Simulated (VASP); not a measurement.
Output of a VASP run:

OSZICAR:
```
       N       E                     dE             d eps       ncg     rms          rms(c)
DAV:   1     0.463990164470E+02    0.46399E+02   -0.87951E+03   754   0.166E+03
DAV:   2    -0.336987924477E+02   -0.80098E+02   -0.78021E+02   824   0.315E+02
DAV:   3    -0.393374118802E+02   -0.56386E+01   -0.55769E+01   959   0.735E+01
DAV:   4    -0.394295042515E+02   -0.92092E-01   -0.92068E-01   815   0.107E+01
DAV:   5    -0.394321632860E+02   -0.26590E-02   -0.26590E-02  1026   0.161E+00    0.291E+00
DAV:   6    -0.375558023162E+02    0.18764E+01   -0.41162E-01   814   0.114E+01    0.199E+00
DAV:   7    -0.376711944274E+02   -0.11539E+00   -0.39173E-01   849   0.814E+00    0.630E-01
DAV:   8    -0.375836746653E+02    0.87520E-01   -0.24171E-01   799   0.560E+00    0.192E-01
DAV:   9    -0.375954488641E+02   -0.11774E-01   -0.14052E-02   849   0.117E+00    0.232E-01
DAV:  10    -0.375969760120E+02   -0.15271E-02   -0.45979E-03   774   0.777E-01    0.501E-01
DAV:  11    -0.376002837586E+02   -0.33077E-02   -0.18747E-02   759   0.122E+00    0.655E-02
DAV:  12    -0.375978560501E+02    0.24277E-02   -0.20257E-03   804   0.408E-01    0.667E-02
DAV:  13    -0.375995171718E+02   -0.16611E-02   -0.51048E-04   789   0.237E-01    0.532E-02
DAV:  14    -0.376002334150E+02   -0.71624E-03   -0.87336E-04   774   0.246E-01    0.275E-02
DAV:  15    -0.376002569140E+02   -0.23499E-04   -0.78361E-05   948   0.917E-02    0.655E-03
DAV:  16    -0.376003392727E+02   -0.82359E-04   -0.72301E-05   759   0.744E-02    0.225E-03
DAV:  17    -0.376003457115E+02   -0.64387E-05   -0.49747E-06   995   0.333E-02    0.158E-03
DAV:  18    -0.376003443430E+02    0.13685E-05   -0.95460E-07   759   0.140E-02    0.397E-04
DAV:  19    -0.376003462710E+02   -0.19280E-05   -0.16340E-07   630   0.556E-03    0.445E-04
DAV:  20    -0.376003457169E+02    0.55405E-06   -0.43472E-08   387   0.374E-03    0.571E-05
DAV:  21    -0.376003459259E+02   -0.20891E-06   -0.92679E-09   377   0.132E-03    0.472E-05
DAV:  22    -0.376003458344E+02    0.91436E-07   -0.74240E-09   377   0.878E-04
   1 F= -.37600346E+02 E0= -.37600346E+02  d E =-.698495E-11
```

**OUTCAR**
```
------------------------ aborting loop because EDIFF is reached ----------------------------------------
  FORCE on cell =-STRESS in cart. coord.  units (eV):
  Direction    XX          YY          ZZ          XY          YZ          ZX
  --------------------------------------------------------------------------------------
  Total        0.0741364      0.0741364      0.0741364      0.0000000      0.0000000      0.0000000
  in kB        2.0654798      2.0654798      2.0654798      0.0000000      0.0000000      0.0000000
  external PRESSURE =       2.0654798 kB  Pullay stress =       0.0000000 kB
  volume of cell :       57.51
      direct lattice vectors                 reciprocal lattice vectors
     0.000000000  3.063587692  3.063587692    -0.163207341  0.163207341  0.163207341
     3.063587692  0.000000000  3.063587692     0.163207341 -0.163207341  0.163207341
     3.063587692  3.063587692  0.000000000     0.163207341  0.163207341 -0.163207341
  FREE ENERGIE OF THE ION-ELECTRON SYSTEM (eV)
  ---------------------------------------------------
  free  energy   TOTEN  =       -37.6003458344 eV

  energy  without entropy=      -37.6003458344  energy(sigma->0) =      -37.60034583
```
(Selected blocks of OUTCAR.)

**POSCAR**
```
GaSb
1
   -0.0000000000     3.0635876920     3.0635876920
    3.0635876920     0.0000000000     3.0635876920
    3.0635876920     3.0635876920    -0.0000000000
Ga Sb
1 1
Direct
  0.0000000000   0.0000000000   0.0000000000
  0.2500000000   0.2500000000   0.2500000000
```

### Question
Reconstruct the remaining input files.

### Answer
This is not unique; one that fits is the input of the run itself, r2SCAN meta-GGA, plane waves, VASP's PBE PAW potentials (set 64).

**INCAR**
```
SYSTEM = GaSb
PREC = Accurate
ENCUT = 480
EDIFF = 1E-7
NELM = 100
ALGO = Normal
LREAL = .FALSE.
LASPH = .TRUE.
ISMEAR = 0
SIGMA = 0.05
METAGGA = R2SCAN
LMIXTAU = .TRUE.
LMAXMIX = 4
LWAVE = .FALSE.
LCHARG = .FALSE.
ISIF = 2
```

### KPOINTS
```
Automatic mesh
0
Gamma
8 8 8
0 0 0
```

POTCAR, in this order: Ga_d Sb (PBE.64 set). Program: vasp_std.

The compound is GaSb in the zinc blende structure. It was relaxed first.
